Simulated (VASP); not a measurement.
A run of VASP 6.6.1 is set up as follows.

INCAR

```
SYSTEM = TaMo2C3
PREC = Normal
ENCUT = 520
EDIFF = 1E-4
ISMEAR = 0
SIGMA = 0.15
LREAL = .FALSE.
LASPH = .TRUE.
NELM = 60
ALGO = Fast
ISIF = 3
LWAVE = .FALSE.
LCHARG = .FALSE.
GGA = PE
IBRION = 2
NSW = 24
EDIFFG = -0.08
```

KPOINTS

```
Automatic mesh
0
G
  4 4 6
  0 0 0
```

The input POSCAR:

```
TaMo2C3
1.0
    2.9462436900     -4.4927958600      0.0000000000
    2.9462436900      4.4927958600      0.0000000000
    0.0000000000      0.0000000000      2.9326816000
Ta Mo C
1 2 3
Direct
    0.5000000000      0.5000000000      0.0000000000
    0.2156325000      0.7843675000      0.0000000000
    0.7843675000      0.2156325000      0.0000000000
    0.0000000000      0.0000000000      0.0000000000
    0.5000000000      0.0000000000      0.5000000000
    0.0000000000      0.5000000000      0.5000000000
```

Potentials or basis: VASP PAW PBE potentials, release 64 (Ta_pv, Mo_sv, C).

Launch:

```console
$ cat potpaw_PBE.64/Ta_pv/POTCAR potpaw_PBE.64/Mo_sv/POTCAR potpaw_PBE.64/C/POTCAR > POTCAR
$ mpirun -np 1 vasp_std > vasp.out
```

(1) Estimate the relaxed volume.

(2) What does it give for the space group after relaxing (to 0.05 Å)?

(3) What does it give for the relaxed cell?

(4) What does it give for the band gap on the k mesh?

## Answers

(1) 13.10 Å³/atom.

(2) Cmmm (No. 65).

(3) a = 5.868 Å, b = 5.868 Å, c = 3.107 Å, α = 90.00°, β = 90.00°, γ = 132.70°.

(4) none (metal or under the smearing width).
